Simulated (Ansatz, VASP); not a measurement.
# NaSbSe3 in two plane-wave programs, part 2 of 2

Wanted: the spread between two codes on one cell, functional and k mesh. The cell is generated by rule, not measured, and may not be a known phase. The cell is taken from a series of runs on this material, whose earlier steps may have relaxed, scaled, displaced or heated it; both programs get it as it stands.

VASP 6.6.1 and Ansatz 0.2.0.

So far: Set-up; Ansatz: relaxation of cell and atoms, r2SCAN.

## (3) VASP: relaxation of cell and atoms, r2SCAN

Level of this step: r2SCAN; plane waves and PAW (Na_pv, Sb, Se); invented cell (VASP).

The same cell, functional, mesh and smearing now go to VASP, with its own data sets.

Lines of VASP's logs that name or quote its potential files are left out, and so is its time.

Contents of INCAR:

```
SYSTEM = NaSbSe3
PREC = Accurate
ENCUT = 550
EDIFF = 1E-07
NELM = 120
ISMEAR = 1
SIGMA = 0.2
LREAL = .FALSE.
ALGO = Normal
METAGGA = R2SCAN
LASPH = .TRUE.
NBANDS = 21
LORBIT = 11
LWAVE = .FALSE.
LCHARG = .FALSE.
ISIF = 3
IBRION = 2
NSW = 80
EDIFFG = -0.005
GGA_COMPAT = .FALSE.
NELMIN = 4
LMIXTAU = .TRUE.
KPAR = 2
```

Contents of POSCAR:

```
NaSbSe3
1.0
    3.8800130000      2.2401270000      2.8716640000
   -3.8800130000      2.2401270000      2.8716640000
    0.0000000000     -4.4802530000      2.8716640000
Na Sb Se
1 1 3
Direct
    0.0000000000      0.0000000000      0.0000000000
    0.5000000789      0.5000000789      0.5000001905
    0.3690979901      0.6309020099      0.0000000000
    0.9999999441      0.3690979343      0.6309021216
    0.6309019913      0.9999999815      0.3690980272
```

Contents of KPOINTS:

```
Automatic mesh
0
Gamma
9 9 9
0 0 0
```

PAW data sets: Na_pv, Sb and Se (PBE family, release 64).

Started as:

```console
mpirun -np 2 vasp_std
```

Numbers of over 12 decimals in the logs are rounded to 6 here.

The log of the run:

```text
[banner, memory and clock lines left out]
running    2 mpi-ranks, on    1 nodes
 distrk:  each k-point on    1 cores,    2 groups
 distr:  one band on    1 cores,    1 groups

 POSCAR found type information on POSCAR NaSbSe
 POSCAR found :  3 types and       5 ions
|                                                                             |
|               ----> ADVICE to this user running VASP <----                  |
|                                                                             |
|     You enforced a specific xc type in the INCAR file but a different       |
|     [... a line on the potential file left out ...]
|     I HOPE YOU KNOW WHAT YOU ARE DOING!                                     |
|                                                                             |

 LDA part: xc-table for (None), standard interpolation
 POSCAR, INCAR and KPOINTS ok, starting setup
 FFT: planning ... GRIDC
 FFT: planning ... GRID_SOFT
 FFT: planning ... GRID
 WAVECAR not read
 entering main loop
       N       E                     dE             d eps       ncg     rms          rms(c)
DAV:   1     0.160751399062E+03    0.16075E+03   -0.13093E+04  3586   0.132E+03
DAV:   2    -0.556450604550E+02   -0.21640E+03   -0.20657E+03  4312   0.276E+02
DAV:   3    -0.785787302821E+02   -0.22934E+02   -0.22290E+02  4646   0.926E+01
DAV:   4    -0.792344901143E+02   -0.65576E+00   -0.65168E+00  4254   0.162E+01
DAV:   5    -0.792470526665E+02   -0.12563E-01   -0.12557E-01  4552   0.249E+00    0.594E+00
DAV:   6    -0.751664138482E+02    0.40806E+01   -0.18271E+00  3962   0.904E+00    0.442E+00
DAV:   7    -0.732314719268E+02    0.19349E+01   -0.85888E-01  4090   0.573E+00    0.148E+00
DAV:   8    -0.737327628308E+02   -0.50129E+00   -0.73759E-01  3580   0.553E+00    0.100E+00
DAV:   9    -0.737894388956E+02   -0.56676E-01   -0.17889E-01  3570   0.373E+00    0.347E-01
DAV:  10    -0.738287328859E+02   -0.39294E-01   -0.13329E-01  3570   0.317E+00    0.207E-01
DAV:  11    -0.738953389114E+02   -0.66606E-01   -0.48455E-02  3590   0.211E+00    0.141E-01
DAV:  12    -0.739051612194E+02   -0.98223E-02   -0.38514E-03  3935   0.552E-01    0.399E-02
DAV:  13    -0.739049305285E+02    0.23069E-03   -0.36953E-03  3650   0.540E-01    0.227E-02
DAV:  14    -0.739066030162E+02   -0.16725E-02   -0.36685E-04  4010   0.174E-01    0.126E-02
DAV:  15    -0.739069548949E+02   -0.35188E-03   -0.15971E-04  3835   0.118E-01    0.481E-03
DAV:  16    -0.739069658944E+02   -0.11000E-04   -0.14273E-05  4060   0.388E-02    0.315E-03
DAV:  17    -0.739069663843E+02   -0.48983E-06   -0.28436E-06  3760   0.182E-02    0.236E-03
DAV:  18    -0.739069707050E+02   -0.43207E-05   -0.79820E-06  3690   0.252E-02    0.709E-04
DAV:  19    -0.739069715828E+02   -0.87773E-06   -0.53545E-07  3760   0.667E-03    0.767E-04
DAV:  20    -0.739069715797E+02    0.30509E-08   -0.43401E-08  2905   0.209E-03
   1 F= -.73906972E+02 E0= -.73908102E+02  d E =-.739070E+02
 curvature:   0.00 expect dE= 0.000E+00 dE for cont linesearch  0.000E+00
 trial: gam= 0.00000 g(F)=  0.510E-06 g(S)=  0.150E-03 ort = 0.000E+00 (trialstep = 0.100E+01)
 search vector abs. value=  0.151E-03
 bond charge predicted
       N       E                     dE             d eps       ncg     rms          rms(c)
DAV:   1    -0.739073648404E+02   -0.39326E-03   -0.11320E-02  4412   0.954E-01    0.125E-01
DAV:   2    -0.739071227751E+02    0.24207E-03   -0.45967E-04  4018   0.172E-01    0.590E-02
DAV:   3    -0.739070468074E+02    0.75968E-04   -0.21911E-04  3908   0.105E-01    0.168E-02
DAV:   4    -0.739070535858E+02   -0.67784E-05   -0.22631E-05  3640   0.429E-02    0.114E-02
DAV:   5    -0.739070547935E+02   -0.12078E-05   -0.13656E-05  3625   0.344E-02    0.396E-03
DAV:   6    -0.739070623779E+02   -0.75844E-05   -0.52398E-06  3660   0.219E-02    0.136E-03
DAV:   7    -0.739070628337E+02   -0.45576E-06   -0.10366E-06  3845   0.954E-03    0.825E-04
DAV:   8    -0.739070633354E+02   -0.50171E-06   -0.43728E-07  3660   0.607E-03    0.295E-04
DAV:   9    -0.739070633920E+02   -0.56597E-07   -0.35840E-08  2625   0.184E-03
   2 F= -.73907063E+02 E0= -.73908179E+02  d E =-.918123E-04
 trial-energy change:   -0.000092  1 .order   -0.000063   -0.000151    0.000024
 step:   0.9272(harm=  0.8608)  dis= 0.00007  next Energy=   -73.907064 (dE=-0.927E-04)
 bond charge predicted
       N       E                     dE             d eps       ncg     rms          rms(c)
DAV:   1    -0.739070665358E+02   -0.32004E-05   -0.60500E-05  4422   0.698E-02    0.913E-03
DAV:   2    -0.739070647567E+02    0.17791E-05   -0.24358E-06  3998   0.126E-02    0.430E-03
DAV:   3    -0.739070633366E+02    0.14201E-05   -0.11808E-06  3913   0.773E-03    0.122E-03
DAV:   4    -0.739070630349E+02    0.30174E-06   -0.12375E-07  2260   0.340E-03    0.738E-04
DAV:   5    -0.739070626723E+02    0.36259E-06   -0.80058E-08  2280   0.279E-03    0.329E-04
DAV:   6    -0.739070627118E+02   -0.39471E-07   -0.25912E-08  2185   0.162E-03
   3 F= -.73907063E+02 E0= -.73908180E+02  d E =-.911321E-04
 curvature:  -0.33 expect dE=-0.167E-05 dE for cont linesearch -0.371E-06
 trial: gam= 0.00000 g(F)=  0.110E-05 g(S)=  0.393E-05 ort =-0.130E-04 (trialstep = 0.985E+00)
 search vector abs. value=  0.503E-05
 reached required accuracy - stopping structural energy minimisation
```

OUTCAR, selected parts (step 3):

```text
ion  position               nearest neighbor table
   1  0.000  0.000  0.000-
   2  0.500  0.500  0.500-   3 2.85   4 2.85   5 2.85   5 2.85   3 2.85   4 2.85
   3  0.369  0.631  0.000-   2 2.85   2 2.85
   4  1.000  0.369  0.631-   2 2.85   2 2.85
   5  0.631  1.000  0.369-   2 2.85   2 2.85

  LATTYP: Found a trigonal (rhomboedric) cell.
 ALAT       =     5.3215715710
 COS(alpha) =    -0.0632038539

 Subroutine GETGRP returns: Found  6 space group operations
 (whereof  6 operations were pure point group operations)

The static configuration has the point symmetry D_3 .

 Found     85 irreducible k-points:

   k-points           NKPTS =     85   k-points in BZ     NKDIM =     85   number of bands    NBANDS=     21

   dimension x,y,z NGX =    42 NGY =   42 NGZ =   42
   dimension x,y,z NGXF=    84 NGYF=   84 NGZF=   84

   ENCUT  =  550.0 eV  40.42 Ry    6.36 a.u.  10.18 10.18 10.18*2*pi/ulx,y,z

   NELECT =      30.0000    total number of electrons

 k-points in reciprocal lattice and weights: Automatic mesh
   0.00000000  0.00000000  0.00000000       0.001
   0.11111111 -0.00000000  0.00000000       0.008
   0.22222222 -0.00000000  0.00000000       0.008
   0.33333333 -0.00000000 -0.00000000       0.008
   0.44444444 -0.00000000  0.00000000       0.008
   0.11111111  0.11111111  0.00000000       0.008
   0.22222222  0.11111111  0.00000000       0.016
   0.33333333  0.11111111  0.00000000       0.016
   0.44444444  0.11111111 -0.00000000       0.016
[...]
0.44444444  0.44444444  0.44444444       0.003
  -0.44444444  0.44444444  0.44444444       0.008

 average (electrostatic) potential at core
       1 -51.9015       2 -96.2575       3 -60.1122       4 -60.1122       5 -60.1122

 E-fermi :   2.4219

 k-point     1 :       0.0000    0.0000    0.0000
  band No.  band energies     occupation
    ...
     11      -0.1381      2.00000
     12      -0.1381      2.00000
     13       0.4647      2.00000
     14       0.4647      2.00000
     15       1.6340      2.00000
     16       4.0938     -0.00000
     17       4.8558     -0.00000
     18       4.8558     -0.00000
     19       5.3182     -0.00000
     20       7.0492      0.00000
    ...

 k-point     2 :       0.1111   -0.0000    0.0000
  band No.  band energies     occupation
    ...
     11      -0.2485      2.00000
     12      -0.1104      2.00000
     13       0.1195      2.00000
     14       0.9129      2.00000
     15       1.5732      2.00000
     16       3.9996     -0.00000
     17       4.5197     -0.00000
     18       5.1587     -0.00000
     19       5.5287     -0.00000
     20       6.9352      0.00000
    ...

 k-point     3 :       0.2222   -0.0000    0.0000
  band No.  band energies     occupation
    ...
     11      -0.4643      2.00000
     12      -0.0866      2.00000
     13       0.0217      2.00000
     14       1.2562      2.00000
     15       1.5006      2.00000
     16       3.8222     -0.00000
     17       4.2456     -0.00000
     18       5.3815     -0.00000
     19       5.9288     -0.00000
     20       6.6682      0.00000
    ...

  Total       -0.0008704     -0.0008704      0.0201445      0.0000000      0.0000000      0.0000000
  in kB       -0.0093295     -0.0093295      0.2159306      0.0000000      0.0000000      0.0000000
  external PRESSURE =       0.0657572 kB  Pullay stress =       0.0000000 kB

  energy-cutoff  :      550.00
  volume of cell :      149.47
      direct lattice vectors                 reciprocal lattice vectors
     3.877596974  2.238732106  2.869696401     0.128945840  0.074446912  0.116156297
    -3.877596974  2.238732106  2.869696401    -0.128945840  0.074446912  0.116156297
    -0.000000000 -4.477463213  2.869696401     0.000000000 -0.148893823  0.116156323

 POSITION                                       TOTAL-FORCE (eV/Angst)
 -----------------------------------------------------------------------------------
     -0.00000      0.00000      0.00000        -0.000000      0.000000      0.000000
     -0.00000     -0.00000      4.30455         0.000000      0.000000      0.000000
     -1.01525      2.23873      2.86970        -0.002760      0.000000     -0.000000
      2.44643      0.24013      5.73939         0.001380     -0.002390      0.000000
     -1.43117      1.99860      5.73939         0.001380      0.002390     -0.000000
 -----------------------------------------------------------------------------------
    total drift:                                0.000002      0.000486     -0.000196

  FREE ENERGIE OF THE ION-ELECTRON SYSTEM (eV)
  ---------------------------------------------------
  free  energy   TOTEN  =       -73.9070627118 eV

  energy  without entropy=      -73.9104133845  energy(sigma->0) =      -73.90817960

 reached required accuracy - stopping structural energy minimisation

 total charge
# of ion       s       p       d       tot
------------------------------------------
    1        0.040   5.977   0.000   6.017
    2        1.296   0.884   0.060   2.239
    3        1.500   2.277   0.026   3.802
    4        1.500   2.277   0.026   3.802
    5        1.500   2.277   0.026   3.802
--------------------------------------------------
tot          5.835  13.690   0.138  19.663

[... 3 further parts left out ...]
```

CONTCAR:

```
NaSbSe3
   1.00000000000000
     3.8775969737634770    2.2387321059480980    2.8696964007606831
    -3.8775969737634770    2.2387321059480980    2.8696964007606831
    -0.0000000000000000   -4.4774632132040582    2.8696964012951760
  Na              Sb              Se
     1     1     3
Direct
     0.0000000000000000    0.0000000000000000    0.0000000000000000
     0.5000000789000012    0.5000000789000012    0.5000001905000033
     0.3690871717131883    0.6309128282868117    0.0000000000000000
     0.9999999440999973    0.3690871159131873    0.6309129399868156
     0.6309128096868136    0.9999999814999966    0.3690872088131896
```

The run keeps the 6 symmetry operations of its start, so it cannot find a distortion of lower symmetry.

## (4) Differences

Known differences besides the potentials themselves: VASP keeps PBE cores, Ansatz makes them for the functional; the data sets hold 72 valence electrons in Ansatz (on its PAW soft_1 files) and 30 in VASP; the cutoff is 500 eV in Ansatz and 550 eV in VASP; Ansatz adds a Pulay correction to the stress that steers its cell, VASP none. Total energies have different zeros and are not compared.

Both answers:

```tsv
quantity	Ansatz	VASP	difference
volume (Å³)	149.80	149.47	+0.22 %
edge a after relaxation, in the typed setting (Å)	5.322	5.318	+0.07 %
```

## (5) Results

| Property | Result |
| --- | --- |
| difference in volume (relaxation of cell and atoms, r2SCAN) | 0.22 % |

**Reading.** The difference in volume is 0.22 % (relaxation of cell and atoms, r2SCAN), within the 1.2 % picked in this series as the mark of a large difference, as far as the stopping tolerances let one tell. The data sets hold unlike numbers of valence electrons (72 in Ansatz and 30 in VASP), so part of the differences comes from the potentials. How closely two codes agree says nothing of how well the functional describes the real material.

[Lines on the potential files, build, host, timing and source positions are cut from VASP's logs without a mark.]

[Logs are printed without paths, hosts, clocks, repeated set-up lines and the standing remarks that a program may print on its own settings, such as how far it seeks lower states.]

[Hosts, paths, dates, database ids (printed as entryN), source tags and the programs' standing remarks are cut or masked in the printed files.]
